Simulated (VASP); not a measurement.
Consider the following.

```xyz
1
Lattice="0.0000 2.0256 2.0256 2.0256 0.0000 2.0256 2.0256 2.0256 0.0000" Properties=species:S:1:pos:R:3 pbc="T T T"
Ag     0.0000     0.0000     0.0000
```

Calculation: AM05 GGA, VASP's PBE PAW potentials (set 64) (plane waves; VASP 6.6.1). Run with 520 eV cut-off, Gaussian smearing of 0.050 eV, potentials Ag.

What does the run give for the band gap (along the path) with the smallest direct gap where there is one?

The band gap (along the path) is none (metal, semimetal or under 0.01 eV).

Only differences to runs with the same potentials and settings are physical.

The compound is Ag in the fcc structure. It was relaxed first.
